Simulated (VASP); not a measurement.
# Nb2SnSe (P4/mmm) in VASP: density of states with PBE

Aim: the density of states of Nb2SnSe with PBE.

Everything below comes from runs of VASP 6.6.1. Logs are shortened: lines on timing, memory, paths and dates and some standing lists are left out, and cuts for length are marked.

### 1 Starting point

The structure is tetragonal, space group P4/mmm (No. 123). The conventional cell has a = 3.248 Å, b = 3.248 Å, c = 7.040 Å, α = 90.00°, β = 90.00°, γ = 90.00°. Nb (site symmetry 4mm) is surrounded by 4 Se at 2.77 Å and 4 Sn at 3.03 Å and 1 Nb at 3.08 Å. Around Sn (site symmetry 4/mmm) lie 8 Nb at 3.03 Å and 4 Sn at 3.25 Å. Around Se (site symmetry 4/mmm) lie 8 Nb at 2.77 Å.

The cell was built by a generator and needn't be a form met in nature.

### 2 Density of states, PBE

POSCAR

```
Nb2SnSe
1.0
    3.2476100000      0.0000000000      0.0000000000
    0.0000000000      3.2476100000      0.0000000000
    0.0000000000      0.0000000000      7.0403800000
Nb Sn Se
2 1 1
Direct
    0.5000000000      0.5000000000      0.7189820000
    0.5000000000      0.5000000000      0.2810180000
    0.0000000000      0.0000000000      0.0000000000
    0.0000000000      0.0000000000      0.5000000000
```

INCAR.step1

```
  ALGO = Normal
  EDIFF = 1E-6
  ENCUT = 520
  GGA = PE
  ISIF = 2
  ISMEAR = 0
  KPAR = 2
  LASPH = T
  LCHARG = T
  LMAXMIX = 4
  LREAL = F
  LWAVE = F
  NELM = 100
  PREC = Accurate
  SIGMA = 0.1
```

KPOINTS.step1

```
k-points
0
Gamma
  10 10 6
```

INCAR.step2

```
  ALGO = Normal
  EDIFF = 1E-6
  ENCUT = 520
  GGA = PE
  ICHARG = 11
  ISIF = 2
  ISMEAR = -5
  KPAR = 2
  LASPH = T
  LCHARG = F
  LMAXMIX = 4
  LORBIT = 11
  LREAL = F
  LWAVE = F
  NEDOS = 2001
  NELM = 100
  PREC = Accurate
  SIGMA = 0.1
```

KPOINTS.step2

```
k-points
0
Gamma
  15 15 9
```

Potentials or basis: VASP PAW PBE potentials, release 64 (Nb_sv, Sn_d, Se).

The run is started by

```sh
$ cat potpaw_PBE.64/Nb_sv/POTCAR potpaw_PBE.64/Sn_d/POTCAR potpaw_PBE.64/Se/POTCAR > POTCAR
$ cp INCAR.step1 INCAR
$ cp KPOINTS.step1 KPOINTS
$ mpirun -np 2 vasp_std > vasp.out
$ cp INCAR.step2 INCAR
$ cp KPOINTS.step2 KPOINTS
$ mpirun -np 2 vasp_std > vasp.out
```

OUTCAR:

```text
EDIFF = 1E-6
   ENCUT = 520
   GGA = PE
   ICHARG = 11
   ISIF = 2
   ISMEAR = -5
   LASPH = T
   LORBIT = 11
   LREAL = F
   NELM = 100
   PREC = Accurate

 ion  position               nearest neighbor table
   1  0.500  0.500  0.719-   4 2.77   4 2.77   4 2.77   4 2.77   3 3.03   3 3.03   3 3.03   3 3.03

   2  0.500  0.500  0.281-   4 2.77   4 2.77   4 2.77   4 2.77   3 3.03   3 3.03   3 3.03   3 3.03

   3  0.000  0.000  0.000-   1 3.03   2 3.03   1 3.03   2 3.03   1 3.03   2 3.03   1 3.03   2 3.03

   4  0.000  0.000  0.500-   1 2.77   2 2.77   1 2.77   2 2.77   1 2.77   2 2.77   1 2.77   2 2.77

  LATTYP: Found a simple tetragonal cell.
 ALAT       =     3.2476100000
 C/A-ratio  =     2.1678649838

  Lattice vectors:

 A1 = (   3.2476100000,   0.0000000000,   0.0000000000)
 A2 = (   0.0000000000,   3.2476100000,   0.0000000000)
 A3 = (   0.0000000000,   0.0000000000,   7.0403800000)

Analysis of symmetry for initial positions (statically):
=====================================================================
 Subroutine PRICEL returns:
 Original cell was already a primitive cell.

 Routine SETGRP: Setting up the symmetry group for a
 simple tetragonal supercell.

 Subroutine GETGRP returns: Found 16 space group operations
 (whereof 16 operations were pure point group operations)
 out of a pool of 16 trial point group operations.

The static configuration has the point symmetry D_4h.

Analysis of symmetry for dynamics (positions and initial velocities):
=====================================================================
 Subroutine PRICEL returns:
 Original cell was already a primitive cell.

 Routine SETGRP: Setting up the symmetry group for a
 simple tetragonal supercell.

 Subroutine GETGRP returns: Found 16 space group operations
 (whereof 16 operations were pure point group operations)
 out of a pool of 16 trial point group operations.

The dynamic configuration has the point symmetry D_4h.

 Subroutine INISYM returns: Found 16 space group operations
 (whereof 16 operations are pure point group operations),
 and found     1 'primitive' translations

----------------------------------------------------------------------------------------

                                     Primitive cell

  volume of cell :      74.2547

  direct lattice vectors                    reciprocal lattice vectors
     3.247610000  0.000000000  0.000000000     0.307918746  0.000000000  0.000000000
     0.000000000  3.247610000  0.000000000     0.000000000  0.307918746  0.000000000
     0.000000000  0.000000000  7.040380000     0.000000000  0.000000000  0.142037788

  length of vectors
     3.247610000  3.247610000  7.040380000     0.307918746  0.307918746  0.142037788

  position of ions in fractional coordinates (direct lattice)
     0.500000000  0.500000000  0.718982000
     0.500000000  0.500000000  0.281018000
     0.000000000  0.000000000  0.000000000
     0.000000000  0.000000000  0.500000000

  ion indices of the primitive-cell ions
   primitive index   ion index
                 1           1
                 2           2
                 3           3
                 4           4

----------------------------------------------------------------------------------------

 KPOINTS: k-points

Automatic generation of k-mesh.
 Grid dimensions read from file:
 generate k-points for:   15   15    9

 Generating k-lattice:

  Cartesian coordinates                     Fractional coordinates (reciprocal lattice)
     0.020527916  0.000000000  0.000000000     0.066666667  0.000000000  0.000000000
     0.000000000  0.020527916  0.000000000     0.000000000  0.066666667  0.000000000
     0.000000000  0.000000000  0.015781976     0.000000000  0.000000000  0.111111111

  Length of vectors
     0.020527916  0.020527916  0.015781976

  Shift w.r.t. Gamma in fractional coordinates (k-lattice)
     0.000000000  0.000000000  0.000000000

 TETIRR: Found   3013 inequivalent tetrahedra from    12150

 Subroutine IBZKPT returns following result:
 ===========================================

 Found    180 irreducible k-points:

 Following reciprocal coordinates:
            Coordinates               Weight
  0.000000  0.000000  0.000000      1.000000
  0.066667  0.000000  0.000000      4.000000
  0.133333  0.000000  0.000000      4.000000
  0.200000  0.000000  0.000000      4.000000
  0.266667  0.000000  0.000000      4.000000
  0.333333  0.000000  0.000000      4.000000
[... 16 lines left out ...]
  0.266667  0.200000  0.000000      8.000000
  0.333333  0.200000  0.000000      8.000000
 [... further k-points ...]
   k-points           NKPTS =    180   k-points in BZ     NKDIM =    180   number of bands    NBANDS=     27
   number of dos      NEDOS =   2001   number of ions     NIONS =      4
   total plane-waves  NPLWV =  31104
   dimension x,y,z NGX =    24 NGY =   24 NGZ =   54
   dimension x,y,z NGXF=    48 NGYF=   48 NGZF=  108
   ions per type =               2   1   1
   NGX,Y,Z   is equivalent  to a cutoff of  12.29, 12.29, 12.75 a.u.
   NGXF,Y,Z  is equivalent  to a cutoff of  24.57, 24.57, 25.50 a.u.
 SYSTEM =  unknown system
   PREC   = accura    normal or accurate (medium, high low for compatibility)
   ISTART =      0    job   : 0-new  1-cont  2-samecut
   ICHARG =     11    charge: 1-file 2-atom 10-const
   ISPIN  =      1    spin polarized calculation?
   LNONCOLLINEAR =      F non collinear calculations
   LSORBIT =      F    spin-orbit coupling
   LASPH  =      T    aspherical Exc in radial PAW
   ENCUT  =  520.0 eV  38.22 Ry    6.18 a.u.   6.04  6.04 13.09*2*pi/ulx,y,z
   NELM   =    100;   NELMIN=  2; NELMDL=  0     # of ELM steps
   EDIFF  = 0.1E-05   stopping-criterion for ELM
   LREAL  =      F    real-space projection
   EDIFFG = 0.1E-04   stopping-criterion for IOM
   NSW    =      0    number of steps for IOM
   IBRION =     -1    ionic relax: 0-MD 1-quasi-New 2-CG
   NFREE  =      0    steps in history (QN), initial steepest desc. (CG)
   ISIF   =      2    stress and relaxation
   ISYM   =      2    0-nonsym 1-usesym 2-fastsym
   POTIM  = 0.5000    time-step for ionic-motion
   TEBEG  =    0.0;   TEEND  =   0.0 temperature during run
   PSTRESS=    0.0 pullay stress
   NELECT =      46.0000    total number of electrons
   NUPDOWN=      -1.0000    fix difference up-down
   EMIN   =  10.00;   EMAX   =-10.00  energy-range for DOS
   EFERMI =   0.00;   METHOD = LEGACY
   ISMEAR =    -5;   SIGMA  =   0.10  broadening in eV -4-tet -1-fermi 0-gaus
   EFERMI_NEDOS =   21; number of points for ismear=-14 and -15
   IALGO  =     38    algorithm
   IMIX   =      4    mixing-type and parameters
     AMIX     =   0.40;   BMIX     =  1.00
     AMIX_MAG =   1.60;   BMIX_MAG =  1.00
  volume/ion in A,a.u.               =      18.56       125.27
  Fermi-wavevector in a.u.,A,eV,Ry     =   1.395574  2.637252 26.499066  1.947626
  Thomas-Fermi vector in A             =   2.519012
   LORBIT       =     11    0 simple, 1 ext, 2 COOP (PROOUT), +10 PAW based schemes
   GGA     = PE    functional components
   LHFCALC =     F    Hartree Fock is set to
   AEXX    =    0.0000 exact exchange contribution
   IVDW    =     0    specifies the selected vdW correction
   LEPSILON=     F    determine dielectric tensor
   LRPA    =     F    only Hartree local field effects (RPA)
 non-spin polarized calculation
 Fermi weights with tetrahedron method with Bloechl corrections
  energy-cutoff  :      520.00
  volume of cell :       74.25
 maximum number of plane-waves:      2026

 number of electron      46.0000003 magnetization

 Free energy of the ion-electron system (eV)
  ---------------------------------------------------
  ext. energy  EPLUGINS =         0.00000000
  ---------------------------------------------------
  free energy    TOTEN  =       -28.32271060 eV

  energy without entropy =      -28.32271060  energy(sigma->0) =      -28.32271060

 E-fermi :  11.0859     XC(G=0): -11.9897

 val. band max:       11.1245904316   @ k =   0.3333   0.3333   0.4444
 cond. band min:      11.0222665008   @ k =   0.2667   0.2667   0.4444
 fundamental gap:     -0.1023239308
 Fermi energy:        11.0859372046

 k-point     1 :       0.0000    0.0000    0.0000
  band No.  band energies     occupation
      1     -44.2210      2.00000
      2     -44.1966      2.00000
      3     -20.4963      2.00000
      4     -20.2016      2.00000
      5     -20.1584      2.00000
      6     -20.1584      2.00000
[... 19 lines left out ...]
     26      12.5187      0.00000
     27      12.8790      0.00000

 k-point     2 :       0.0667    0.0000    0.0000
  band No.  band energies     occupation
      1     -44.2199      2.00000
      2     -44.1956      2.00000
      3     -20.4940      2.00000
      4     -20.2003      2.00000
      5     -20.1730      2.00000
      6     -20.1571      2.00000
[... 19 lines left out ...]
     26      12.7640      0.00000
     27      12.9912      0.00000

 k-point     3 :       0.1333    0.0000    0.0000
  band No.  band energies     occupation
      1     -44.2169      2.00000
      2     -44.1927      2.00000
      3     -20.4873      2.00000
      4     -20.2140      2.00000
      5     -20.1968      2.00000
      6     -20.1806      2.00000
[... 19 lines left out ...]
     26      12.5890      0.00000
     27      12.7475      0.00000

 k-point     4 :       0.2000    0.0000    0.0000
  band No.  band energies     occupation
      1     -44.2125      2.00000
      2     -44.1885      2.00000
      3     -20.4774      2.00000
      4     -20.2738      2.00000
      5     -20.2360      2.00000
      6     -20.1911      2.00000
[... 19 lines left out ...]
     26      12.5715      0.00000
     27      12.8970      0.00000

 k-point     5 :       0.2667    0.0000    0.0000
  band No.  band energies     occupation
      1     -44.2075      2.00000
      2     -44.1836      2.00000
      3     -20.4662      2.00000
      4     -20.3416      2.00000
      5     -20.2987      2.00000
      6     -20.1849      2.00000
[... 19 lines left out ...]
     26      12.6102      0.00000
     27      13.0226      0.00000

 k-point     6 :       0.3333    0.0000    0.0000
  band No.  band energies     occupation
      1     -44.2026      2.00000
      2     -44.1789      2.00000
      3     -20.4558      2.00000
      4     -20.4053      2.00000
      5     -20.3581      2.00000
      6     -20.1790      2.00000
[... 444 lines left out ...]
      1     -44.1929      2.00000
      2     -44.1694      2.00000
      3     -20.4748      2.00000
      4     -20.4334      2.00000
      5     -20.4222      2.00000
      6     -20.1791      2.00000
[... 19 lines left out ...]
     26      12.2361      0.00000
     27      13.6127      0.00000

 k-point    22 :       0.2000    0.2000    0.0000
  band No.  band energies     occupation
      1     -44.2042      2.00000
      2     -44.1804      2.00000
      3     -20.4600      2.00000
      4     -20.2665      2.00000
      5     -20.2535      2.00000
      6     -20.2281      2.00000
[... 19 lines left out ...]
     26      12.3626      0.00000
     27      12.6567      0.00000

 k-point    23 :       0.2667    0.2000    0.0000
  band No.  band energies     occupation
      1     -44.1992      2.00000
      2     -44.1756      2.00000
      3     -20.4497      2.00000
      4     -20.3266      2.00000
      5     -20.2863      2.00000
      6     -20.2511      2.00000
[... 19 lines left out ...]
     26      12.1542      0.00000
     27      12.5190      0.00000

 k-point    24 :       0.3333    0.2000    0.0000
  band No.  band energies     occupation
      1     -44.1944      2.00000
      2     -44.1709      2.00000
      3     -20.4401      2.00000
      4     -20.3882      2.00000
      5     -20.3447      2.00000
      6     -20.2435      2.00000
[... 19 lines left out ...]
     26      11.8007      0.00000
     27      12.8613      0.00000

 [... further k-points ...]

------------------------ aborting loop because EDIFF is reached ----------------------------------------

  FORCE on cell =-STRESS in cart. coord.  units (eV):
  Direction    XX          YY          ZZ          XY          YZ          ZX
  --------------------------------------------------------------------------------------
  -------------------------------------------------------------------------------------
  Total       -0.1271475     -0.1271475      0.2666043      0.0000000     -0.0000000      0.0000000
  in kB       -2.7434339     -2.7434339      5.7524637      0.0000000     -0.0000000      0.0000000
  external PRESSURE =       0.0885320 kB  Pullay stress =       0.0000000 kB

 VOLUME and BASIS-vectors are now :
 -----------------------------------------------------------------------------
  energy-cutoff  :      520.00
  volume of cell :       74.25
      direct lattice vectors                 reciprocal lattice vectors
     3.247610000  0.000000000  0.000000000     0.307918746  0.000000000  0.000000000
     0.000000000  3.247610000  0.000000000     0.000000000  0.307918746  0.000000000
     0.000000000  0.000000000  7.040380000     0.000000000  0.000000000  0.142037788

 POSITION                                       TOTAL-FORCE (eV/Angst)
 -----------------------------------------------------------------------------------
      1.62380      1.62380      5.06191        -0.000000      0.000000      0.072817
      1.62380      1.62380      1.97847         0.000000      0.000000     -0.072817
      0.00000      0.00000      0.00000         0.000000     -0.000000      0.000000
      0.00000      0.00000      3.52019         0.000000     -0.000000      0.000000
 -----------------------------------------------------------------------------------
    total drift:                                0.000000     -0.000000      0.000000

  FREE ENERGIE OF THE ION-ELECTRON SYSTEM (eV)
  ---------------------------------------------------
  free  energy   TOTEN  =       -28.3227106002 eV

  energy  without entropy=      -28.3227106002  energy(sigma->0) =      -28.32271060

 total charge

# of ion       s       p       d       tot
------------------------------------------
    1        2.143   5.976   2.512  10.631
    2        2.143   5.976   2.512  10.631
    3        1.136   1.274  10.015  12.424
    4        1.441   2.360   0.113   3.914
--------------------------------------------------
tot          6.863  15.586  15.151  37.600
```

Wall time 2 min (2 MPI ranks of Intel Xeon Platinum 8488C (Sapphire Rapids), shared host); peak memory 0.43 GiB.

Results:

* Valence electrons inside the program's atomic spheres: Nb 10.63; Sn 12.42; Se 3.91

Levels at points of the mesh, in eV from the Fermi level:
```tsv
k point	band 21	band 22	band 23	band 24	band 25	band 26
(0.00, 0.00, 0.00)	-1.99	-0.98	1.22	1.22	1.40	1.43
```

States per cell in windows of 1 eV (zero at the Fermi level; states under -8 eV left out):
| from (eV) | total | Nb1_d | Nb2_d | Se4_p | Sn3_p | Sn3_s | Sn3_d |
| --- | --- | --- | --- | --- | --- | --- | --- |
| -8.0 | 1.16 | 0.04 | 0.04 | 0.18 | 0.02 | 0.32 | 0.00 |
| -7.0 | 1.77 | 0.09 | 0.09 | 0.55 | 0.03 | 0.07 | 0.00 |
| -6.0 | 2.01 | 0.12 | 0.12 | 0.64 | 0.06 | 0.06 | 0.01 |
| -5.0 | 1.51 | 0.11 | 0.11 | 0.34 | 0.17 | 0.03 | 0.00 |
| -4.0 | 1.96 | 0.19 | 0.19 | 0.38 | 0.27 | 0.02 | 0.01 |
| -3.0 | 2.36 | 0.38 | 0.38 | 0.13 | 0.35 | 0.03 | 0.03 |
| -2.0 | 3.39 | 0.84 | 0.84 | 0.09 | 0.18 | 0.03 | 0.03 |
| -1.0 | 2.74 | 0.73 | 0.73 | 0.04 | 0.16 | 0.03 | 0.04 |
| 0.0 | 3.89 | 1.16 | 1.16 | 0.05 | 0.11 | 0.02 | 0.07 |
| 1.0 | 3.40 | 1.04 | 1.04 | 0.09 | 0.08 | 0.07 | 0.04 |
| 2.0 | 0.74 | 0.22 | 0.22 | 0.03 | 0.02 | 0.04 | 0.01 |
| 3.0 | 0.00 | 0.00 | 0.00 | 0.00 | 0.00 | 0.00 | 0.00 |
| 4.0 | 0.00 | 0.00 | 0.00 | 0.00 | 0.00 | 0.00 | 0.00 |

Caveat: tetrahedron occupations give inexact forces and stress in metals.
